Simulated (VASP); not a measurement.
InP (zinc blende), at 0.96 of the tabulated volume:

```
CELL_PARAMETERS angstrom
      0.00000     2.89533     2.89533
      2.89533     0.00000     2.89533
      2.89533     2.89533     0.00000
ATOMIC_POSITIONS crystal
  In 0.00000 0.00000 0.00000
  P  0.25000 0.25000 0.25000
```

The lowest empty band near Γ, direction [110], from PBE with spin-orbit coupling in VASP (PAW); its two spin partners are averaged. The gap over the points computed is 0.88 eV, and the next band on that side lies 2.87 eV away at the edge.

Settings: 400 eV cut-off, 9×9×9 Γ-centred mesh, Gaussian smearing of 0.050 eV, potentials In_d P.

| distance from the edge in k (1/Å) | distance in energy (meV) |
|---|---|
| 0.012 | 7.9 |
| 0.018 | 17.5 |
| 0.025 | 32.9 |
| 0.035 | 62.1 |
| 0.050 | 118.3 |
| 0.070 | 208.4 |

Q: Fit E(1 + αE) = ħ²k²/2m* (ħ²/2m0 = 3.810 eV Å²) and predict the row at 0.095 1/Å.

A: Least squares on the energies gives the electron mass m* = 0.069 m0 and α = 1.44 per eV, and so 336.3 meV. The run gave 333.5 meV, -2.8 meV from the fit. So light an electron mass at Γ scales with the gap, and carries this level's error in it.

Left out are points under 3 meV from the edge, since the levels carry 0.1 meV, and points farther than half the way to the next band.

The compound is InP in the zinc blende structure. The cell was not relaxed at this level.
